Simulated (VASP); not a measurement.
Runs of VASP 6.6.1 on RuBr2. The structure is trigonal, space group R-3m (No. 166). Conventional cell: a = 3.879 Å, b = 3.879 Å, c = 17.591 Å, α = 90.00°, β = 90.00°, γ = 120.00°. Ru (site symmetry -3m) has 6 Br at 2.66 Å as nearest neighbours. Br (site symmetry 3m) is surrounded by 3 Ru at 2.66 Å. The cell was built by a generator and needn't be a form met in nature.

| level | spin | U | fixed moment (μB) | gap on the mesh (eV) | pressure (GPa) | moment (μB) | largest force (eV/Å) |
| --- | --- | --- | --- | --- | --- | --- | --- |
| PBE | non-collinear, random start, SOC | - | - | - | -6.2 | 0.00 | 1.30 |
| PBE+U | collinear, ferromagnetic start | Ru d U = 6 eV | - | 3.37 | -1.2 | 0.00 | 0.43 |
| PBE | collinear, random start | - | - | 0.81 | (b) | 0.00 | (a) |
| PBE | collinear, ferromagnetic start | - | 4 | - | 5.8 | 4.00 | 0.88 |

Alike in all rows: task single point; potentials or basis VASP PAW PBE potentials, release 64 (Ru_pv, Br); cell as given; k mesh 6 × 6 × 6; cutoff (eV) 520; smearing gaussian 0.05 eV.

Question: Fill in the values left out.

Answer: (a) 1.33; (b) -6.4.

Caveats: forces of over 1 eV/Å show positions far from the minimum, so gaps and moduli don't describe the material at rest (some runs); the moment is held away from its start (some runs); the total moment is fixed, so each spin has its own Fermi level (some runs).

A k mesh can miss the band edges, and rows without SOC leave out spin-orbit coupling on Br, Ru.
